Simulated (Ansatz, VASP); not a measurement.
## Cross-check of Ga6P6H13 (GaP wire along [111], 24 atoms a period, H-terminated) between VASP and Ansatz

Wanted: the spread between two codes on one cell, functional and k mesh. Of the first pair: The structure shown is the start of the Ansatz relaxation below; VASP solves that cell, so the two are compared at the walk's first step.

Main program and level: Ansatz 0.2.0; plane waves, with VASP 6.6.1 beside it; single point at PBE.

### 1. The structure

The cell holds 50 atoms: 12 Ga, 12 P and 26 H. Its edges and angles: a = 15.224 Å, b = 16.386 Å, c = 9.544 Å, α = 90.0°, β = 90.0°, γ = 90.0°. Vacuum lies along a and b. The structure's axis is c.

### 2. Ansatz: relaxation, PBE

Ansatz runs on its default PAW (the set named soft_2) files.

The two programs are compared at the cell with which this relaxation starts, whose forces are those of its first step.

input.yaml reads:

```yaml
crystal:
  lattice:
    - [15.224, 0.0, 0.0]
    - [0.0, 16.386, 0.0]
    - [0.0, 0.0, 9.5435999497]
  atoms:
    - { symbol: Ga, position: [0.308070454, 0.641600054, 0.0] }
    - { symbol: Ga, position: [0.436031515, 0.435682068, 0.0] }
    - { symbol: Ga, position: [0.563992575, 0.641600054, 0.0] }
    - { symbol: P, position: [0.308070454, 0.641600054, 0.25] }
    - { symbol: P, position: [0.436031515, 0.435682068, 0.25] }
    - { symbol: P, position: [0.563992575, 0.641600054, 0.25] }
    - { symbol: P, position: [0.691953635, 0.435682068, 0.25] }
    - { symbol: H, position: [0.563992575, 0.276133531, 0.278148008] }
    - { symbol: H, position: [0.776692508, 0.61841533, 0.278148008] }
    - { symbol: H, position: [0.231376411, 0.600460761, 0.299946212] }
    - { symbol: H, position: [0.308070454, 0.723878641, 0.299946212] }
    - { symbol: H, position: [0.359337472, 0.394542774, 0.299946212] }
    - { symbol: H, position: [0.563992575, 0.723878641, 0.299946212] }
    - { symbol: H, position: [0.768647678, 0.394542774, 0.299946212] }
    - { symbol: Ga, position: [0.436031515, 0.572960725, 0.333333333] }
    - { symbol: Ga, position: [0.563992575, 0.367042739, 0.333333333] }
    - { symbol: Ga, position: [0.691953635, 0.572960725, 0.333333333] }
    - { symbol: P, position: [0.436031515, 0.572960725, 0.583333333] }
    - { symbol: P, position: [0.563992575, 0.367042739, 0.583333333] }
    - { symbol: P, position: [0.691953635, 0.572960725, 0.583333333] }
    - { symbol: H, position: [0.223331582, 0.549776001, 0.611481341] }
    - { symbol: H, position: [0.308070454, 0.413412188, 0.611481341] }
    - { symbol: H, position: [0.351292642, 0.343858015, 0.611481341] }
    - { symbol: H, position: [0.351292642, 0.755693987, 0.611481341] }
    - { symbol: H, position: [0.436031515, 0.207494202, 0.611481341] }
    - { symbol: H, position: [0.520770387, 0.755693987, 0.611481341] }
    - { symbol: H, position: [0.607214763, 0.755693987, 0.611481341] }
    - { symbol: H, position: [0.776692508, 0.755693987, 0.611481341] }
    - { symbol: H, position: [0.640686618, 0.325903446, 0.633279545] }
    - { symbol: H, position: [0.768647678, 0.531821432, 0.633279545] }
    - { symbol: Ga, position: [0.308070454, 0.504321397, 0.666666667] }
    - { symbol: Ga, position: [0.436031515, 0.298403411, 0.666666667] }
    - { symbol: Ga, position: [0.436031515, 0.710239383, 0.666666667] }
    - { symbol: Ga, position: [0.563992575, 0.504321397, 0.666666667] }
    - { symbol: Ga, position: [0.691953635, 0.710239383, 0.666666667] }
    - { symbol: P, position: [0.308070454, 0.504321397, 0.916666667] }
    - { symbol: P, position: [0.436031515, 0.298403411, 0.916666667] }
    - { symbol: P, position: [0.436031515, 0.710239383, 0.916666667] }
    - { symbol: P, position: [0.563992575, 0.504321397, 0.916666667] }
    - { symbol: P, position: [0.691953635, 0.710239383, 0.916666667] }
    - { symbol: H, position: [0.223331582, 0.687054658, 0.944814675] }
    - { symbol: H, position: [0.691953635, 0.34477286, 0.944814675] }
    - { symbol: H, position: [0.776692508, 0.481136672, 0.944814675] }
    - { symbol: H, position: [0.231376411, 0.463182103, 0.966612879] }
    - { symbol: H, position: [0.359337472, 0.257264117, 0.966612879] }
    - { symbol: H, position: [0.436031515, 0.79251797, 0.966612879] }
    - { symbol: H, position: [0.512725558, 0.257264117, 0.966612879] }
    - { symbol: H, position: [0.691953635, 0.79251797, 0.966612879] }
    - { symbol: H, position: [0.768647678, 0.669100089, 0.966612879] }
    - { symbol: Ga, position: [0.691953635, 0.435682068, 0.0] }
kpoints:
  mp_grid: { grid: [1, 1, 9] }
scf:
  occupations: { method: fermi_dirac, width: 0.05 }
hamiltonian:
  xc: pbe
relax:
  cell: { fix: [a, b, alpha, beta, gamma] }
  max_steps: 45
  f_tol: 0.03
```

Command:

```
$ ansatz run input.yaml --threads 4 --pin off --max-ram 16384MiB --backend cpu --events-out ev --progress --plain --runs-dir out
```

Numbers of over 12 decimals in the logs are rounded to 6 here.

The log of the run:

```text
Engine: ansatz 0.2.0, aarch64-unknown-linux-gnu
Pseudopotentials: kind: paw
Pseudopotential: Ga, paw, valence charge 13, recommended cutoff 420 eV (normal), Ga.paw.azcp
Pseudopotential: P, paw, valence charge 5, recommended cutoff 420 eV (normal), P.paw.azcp
Pseudopotential: H, paw, valence charge 1, recommended cutoff 420 eV (normal), H.paw.azcp
Functional definition: PBE
  parameter kappa = 0.804
  parameter beta = 0.066725
  exchange = pbe_x(kappa = kappa, mu = beta*pi^2/3)
  correlation = pbe_c(beta = beta)
Crystal: 50 atoms, lattice volume = 2380.751 Å³
Basis set: ecut = 420 eV, 46475 PW (Γ), exchange–correlation on 216×240×128 points (8 copies of the dense FFT grid, shifted against one another)
Bands: 171, of which v1, the nominal top of the filled ones, is band 121 counted from 1 (120 counted from 0)
Symmetry: 1 space group operations
Space group: P1 (ITA 1), of the structure as read, at distance tolerance 1.3e-4 Å
k-points: 5 of 9 (time reversal used)
Non-local potential: Ga, projectors of the file, l = 0: 2, l = 1: 2, l = 2: 3, l = 3: 1
Non-local potential: P, projectors of the file, l = 0: 2, l = 1: 2, l = 2: 2
Non-local potential: H, projectors of the file, l = 0: 2, l = 1: 1
PAW form: soft (Blöchl's): semilocal exchange-correlation on the pseudo side does not see the compensation charge
PAW one-centre angular grid: Ga, 590 points (default); XC on 64 Gauss nodes
PAW one-centre angular grid: P, 110 points (default); XC on 64 Gauss nodes
PAW one-centre angular grid: H, 110 points (default); XC on 64 Gauss nodes
Initial density: superposition of atomic densities (neutral atoms: chi_scale 0, normalization atom), corrected by the library's trained network
Initial wavefunctions: pseudopotential atomic-orbital guess
Functional: x = pbe(κ = 0.804, μ = 0.219515), c = pbe(β = 0.066725)
SCF iter   1: F=—  HF=-54878.859278 eV  |F-HF|=—  |Δ(HF+E_count)|=         —  Δρ=3.05e-3  dr2=7.89e-1  ethr=1.77e-3  ⟨swp⟩=8.6  Hψ=4690  notcnv=0  defer=91
preconditioner: auto → Resta (q_TF=auto, 1.864 Å⁻¹)  ε∞=1.7  [insulator: Δε(μ)=2.752 eV  Ē_g=13.833 eV  σ=0.050 eV  W_gap=1.00  n_scr=272 (ndim 8)  ℏωp=11.8 eV  f_vac=0.646  D(μ)=0.00/eV (n_scr^D=0)  ε∞_Penn≈1.7  vacuum switching on, ρ_ref=1.4e-2 e/Å³]
SCF iter   2: F=—  HF=-54878.622334 eV  |F-HF|=—  |Δ(HF+E_count)|=   2.37e-1  Δρ=1.21e-3  dr2=6.75e-2  ethr=3.26e-4  ⟨swp⟩=3.0  Hψ=1192  notcnv=0  defer=217
SCF iter   3: F=—  HF=-54878.618691 eV  |F-HF|=—  |Δ(HF+E_count)|=   3.64e-3  Δρ=5.40e-4  dr2=1.10e-2  ethr=2.79e-5  ⟨swp⟩=2.6  Hψ=1185  notcnv=0  defer=207
SCF iter   4: F=—  HF=-54878.621382 eV  |F-HF|=—  |Δ(HF+E_count)|=   2.69e-3  Δρ=2.28e-4  dr2=1.66e-3  ethr=4.53e-6  ⟨swp⟩=2.0  Hψ=1023  notcnv=0  defer=207
SCF iter   5: F=—  HF=-54878.622325 eV  |F-HF|=—  |Δ(HF+E_count)|=   9.44e-4  Δρ=6.57e-5  dr2=2.15e-4  ethr=6.85e-7  ⟨swp⟩=2.0  Hψ=1028  notcnv=0  defer=207
SCF iter   6: F=—  HF=-54878.622338 eV  |F-HF|=—  |Δ(HF+E_count)|=   1.25e-5  Δρ=2.52e-5  dr2=2.17e-5  ethr=8.88e-8  ⟨swp⟩=2.8  Hψ=1296  notcnv=0  defer=207
SCF iter   7: F=—  HF=-54878.622545 eV  |F-HF|=—  |Δ(HF+E_count)|=   2.07e-4  Δρ=8.24e-6  dr2=1.93e-6  ethr=8.97e-9  ⟨swp⟩=2.8  Hψ=1366  notcnv=0  defer=207
SCF iter   8: F=—  HF=-54878.622546 eV  |F-HF|=—  |Δ(HF+E_count)|=   1.88e-6  Δρ=3.20e-6  dr2=2.42e-7  ethr=7.98e-10  ⟨swp⟩=2.0  Hψ=1253  notcnv=0  defer=207
SCF iter   9: F=-54878.622547 eV  HF=-54878.622547 eV  |F-HF|=7.36e-9  |Δ(HF+E_count)|=   3.78e-7  Δρ=1.00e-6  dr2=2.70e-8  ethr=4.13e-11  ⟨swp⟩=5.0  Hψ=2795  notcnv=0
SCF 1 converged in 9 iterations: F = -54878.622547 eV  dr2 = 2.70e-8
  greatest PAW one-centre occupation: 0.994 electrons in one spin orbital (limit 2), on the Ga atom at site 0 (counted from 0), in its partial waves of l = 2
relax step   1: F+E_penalty+E_count = -54878.62254679 eV  Δ(F+E_penalty+E_count) = +0.000e0 eV  max|allowed force component| = 1.052e0 eV/Å  Δτ_max = 0.0000 Å  P = +0.042 GPa  Ω = 2380.751 Å³  fix = [a, b, alpha, beta, gamma]  reactions: a +0.091, b -0.065 GPa; alpha +0.007, beta -0.013, gamma +0.139 GPa/rad  (9 SCF iters, dr2 threshold 1.00e-7 eV, accepted)
Crystal: 50 atoms, lattice volume = 2381.607 Å³
Initial density: handed on by an earlier stage of this run
Initial wavefunctions: those handed on with the density
iter 1 solved again at ethr=3.57e-4 eV; its pass at ethr=3.10e-3 eV (dr2=8.64e-1 eV) is discarded
SCF iter   1: F=—  HF=-54880.464999 eV  |F-HF|=—  |Δ(HF+E_count)|=         —  Δρ=7.41e-3  dr2=8.78e-1  ethr=3.57e-4  ⟨swp⟩=7.2  Hψ=4351  notcnv=0  defer=1
preconditioner: auto → Resta (q_TF=auto, 1.864 Å⁻¹)  ε∞=1.7  [insulator: Δε(μ)=2.706 eV  Ē_g=13.835 eV  σ=0.050 eV  W_gap=1.00  n_scr=272 (ndim 8)  ℏωp=11.8 eV  f_vac=0.644  D(μ)=0.00/eV (n_scr^D=0)  ε∞_Penn≈1.7  vacuum switching on, ρ_ref=1.4e-2 e/Å³]
[...]
basis re-selected at this cell: Δ(F+E_penalty+E_count) = +1.457e-3 eV, ΔP = -0.000 GPa vs the last step (what re-selecting the basis moved, of the pressure what is left beyond the Pulay correction that the steps carried, after the strain that the cell walked since its last selection, with what the two solves' SCF thresholds leave and, on support functions, any second-order correction that the steps lacked; it is no m [...]
SCF converged after 4 iterations
Free energy (F): -54881.153880 eV
Harris-Foulkes:  -54881.153880 eV  (|F-HF|=1.46e-10)
Internal energy: -54881.153880 eV  (E = F + TS)
E sigma→0 (E₀):  -54881.153880 eV
Fermi energy:    -1.478004 eV
--- Per-component energies (eV) ---
  E_band       = -2865.727488
  E_kinetic    = 2565.789795
  E_local      = -87493.761330  (includes V_loc(G=0)·N_el)
  E_nonlocal   = 5538.893450
  E_hartree    = 41633.510522
  E_xc         = -1789.404044
  E_vxc        = -1710.155621  (∫ρ·V_xc dr)
  E_paw        = -30707.415017  (= ΣΔE_a)
  E_vpaw       = -5033.485161  (= ΣTr[D̂ρ^β])
  E_aug_tail   = -0.032729  (compensation charges beyond the density's cutoff)
  E_ewald      = 15371.265474
  E_smearing   = -0.000000  (= −TS)
  E_closure    = 0.000000  (closes the sum)
  Σ components = -54881.153880   (vs F -54881.153880, Δ=0.00e0)
--- Forces (eV/Å), atoms counted from 1 ---
  atom   1  Ga    -0.00177989     0.00104383     0.00179599
  atom   2  Ga     0.00966865     0.01109485     0.00604088
  atom   3  Ga    -0.00433839    -0.01360549     0.00579236
  atom   4  P     -0.00107719     0.00063208    -0.00087099
  atom   5  P     -0.00231810    -0.00229293    -0.00728083
  atom   6  P      0.00072633     0.00299876    -0.00702811
  atom   7  P     -0.00430020     0.00259721     0.00377291
  atom   8  H     -0.00175585     0.00311817     0.00033846
  atom   9  H     -0.00332873    -0.00013924     0.00038160
  atom  10  H      0.00197377     0.00048192    -0.00013771
  atom  11  H      0.00075451    -0.00189444    -0.00013359
  atom  12  H      0.00100272     0.00078038     0.00142507
  atom  13  H     -0.00007887    -0.00115305     0.00140769
  atom  14  H      0.00023027    -0.00022314    -0.00155981
  atom  15  Ga    -0.00133417     0.00069975     0.00279227
  atom  16  Ga     0.00203617    -0.00581893    -0.00277137
  atom  17  Ga     0.00596133     0.00091977    -0.00276972
  atom  18  P     -0.00535705     0.00289725     0.00234240
  atom  19  P      0.00808784     0.00123297     0.00339114
  atom  20  P      0.00304567    -0.00735772     0.00335026
  atom  21  H      0.01966151    -0.01634464     0.01259133
  atom  22  H     -0.00465787     0.02172232     0.01225482
  atom  23  H      0.00262343    -0.00179585     0.00256073
  atom  24  H      0.02341992    -0.00831180     0.01217152
[...]
atom  43  H      0.00049511     0.00095941    -0.00178925
  atom  44  H     -0.00060792    -0.00007817    -0.00057016
  atom  45  H      0.00464789     0.00578908    -0.00386270
  atom  46  H     -0.00011991     0.00059181    -0.00042582
  atom  47  H     -0.01263988     0.00583064    -0.00838066
  atom  48  H     -0.00254330    -0.00648318    -0.00373240
  atom  49  H     -0.01089408     0.00762600    -0.00789044
  atom  50  Ga    -0.00356233     0.00178148     0.00242344
  max |Σ_I F_I| component: 7.02e-6 eV/Å
--- Stress (GPa, compression-positive) ---
       -0.009238       0.003157      -0.001905
        0.003157      -0.004506       0.001128
       -0.001905       0.001128      -0.002765
  P = ⅓ Tr σ = -0.0055 GPa (-0.055 kbar)
--- Relaxed structure (15 steps of the walk, 14 accepted, 1 SCFs on fresh bases) ---
  F+E_penalty+E_count = -54881.15387964 eV   max|allowed force component| = 2.342e-2 eV/Å   (the final SCF, on the basis selected at the relaxed cell)
  cell:  # Å, volume = 2373.4687 Å³
    - [15.224, 0, 0]
    - [0, 16.386, 0]
    - [0, 0, 9.514408]
  atoms:
    - { symbol: Ga, position: [0.293773, 0.649664, -0.012960] }
    - { symbol: Ga, position: [0.428565, 0.444263, -0.00322385] }
    - { symbol: Ga, position: [0.552748, 0.643385, -0.00324285] }
    - { symbol: P, position: [0.308262, 0.641792, 0.239852] }
    - { symbol: P, position: [0.436399, 0.441672, 0.247615] }
    - { symbol: P, position: [0.558935, 0.638243, 0.247616] }
    - { symbol: P, position: [0.678755, 0.442441, 0.239694] }
    - { symbol: H, position: [0.556687, 0.274767, 0.274898] }
    - { symbol: H, position: [0.774620, 0.624154, 0.274749] }
    - { symbol: H, position: [0.231080, 0.607551, 0.299655] }
    - { symbol: H, position: [0.301741, 0.721007, 0.299720] }
    - { symbol: H, position: [0.358941, 0.402500, 0.297397] }
    - { symbol: H, position: [0.557019, 0.720125, 0.297555] }
    - { symbol: H, position: [0.754388, 0.401715, 0.293096] }
    - { symbol: Ga, position: [0.432316, 0.575121, 0.346118] }
    - { symbol: Ga, position: [0.560522, 0.364402, 0.331871] }
    - { symbol: Ga, position: [0.692803, 0.576583, 0.331859] }
    - { symbol: P, position: [0.423940, 0.579522, 0.590853] }
    - { symbol: P, position: [0.556197, 0.373402, 0.581637] }
    - { symbol: P, position: [0.682221, 0.575821, 0.581612] }
    - { symbol: H, position: [0.210749, 0.558165, 0.606280] }
    - { symbol: H, position: [0.302826, 0.413726, 0.607911] }
    - { symbol: H, position: [0.376332, 0.265084, 0.593420] }
    - { symbol: H, position: [0.336757, 0.761437, 0.607071] }
    - { symbol: H, position: [0.526601, 0.186642, 0.687147] }
    - { symbol: H, position: [0.517464, 0.760078, 0.607015] }
    - { symbol: H, position: [0.692448, 0.774663, 0.593089] }
    - { symbol: H, position: [0.841375, 0.693471, 0.685811] }
    - { symbol: H, position: [0.643364, 0.350026, 0.618042] }
    - { symbol: H, position: [0.747547, 0.517393, 0.618324] }
    - { symbol: Ga, position: [0.292240, 0.505604, 0.650846] }
    - { symbol: Ga, position: [0.466718, 0.263401, 0.670251] }
    - { symbol: Ga, position: [0.426828, 0.722476, 0.650839] }
    - { symbol: Ga, position: [0.551523, 0.511021, 0.666343] }
    - { symbol: Ga, position: [0.739854, 0.703083, 0.669669] }
    - { symbol: P, position: [0.304174, 0.512991, 0.905849] }
    - { symbol: P, position: [0.433841, 0.306752, 0.911702] }
    - { symbol: P, position: [0.426555, 0.709253, 0.905847] }
    - { symbol: P, position: [0.558348, 0.507368, 0.916607] }
    - { symbol: P, position: [0.683589, 0.707702, 0.911517] }
    - { symbol: H, position: [0.207970, 0.695903, 0.946597] }
    - { symbol: H, position: [0.679548, 0.344912, 0.939210] }
    - { symbol: H, position: [0.770343, 0.489963, 0.939144] }
    - { symbol: H, position: [0.230556, 0.472314, 0.966239] }
    - { symbol: H, position: [0.355577, 0.268274, 0.959302] }
    - { symbol: H, position: [0.427849, 0.788864, 0.966074] }
    - { symbol: H, position: [0.493173, 0.268547, 1.006421] }
    - { symbol: H, position: [0.680541, 0.789863, 0.959378] }
    - { symbol: H, position: [0.748955, 0.678837, 1.005865] }
    - { symbol: Ga, position: [0.690844, 0.435871, -0.012955] }
```

In the SCF lines HF is the Harris–Foulkes energy and dr2 the Hartree energy of the density residual, in eV; the loop may stop once dr2 is under the threshold and the program's other checks hold. Hψ counts applications of the Hamiltonian.

(Part 1 of 3 ends here.)

[Lines on the potential files, build, host, timing and source positions are cut from VASP's logs without a mark.]

[Logs are printed without paths, hosts, clocks, repeated set-up lines and the standing remarks that a program may print on its own settings, such as how far it seeks lower states.]

[Hosts, paths, dates, database ids (printed as entryN), source tags and the programs' standing remarks are cut or masked in the printed files.]
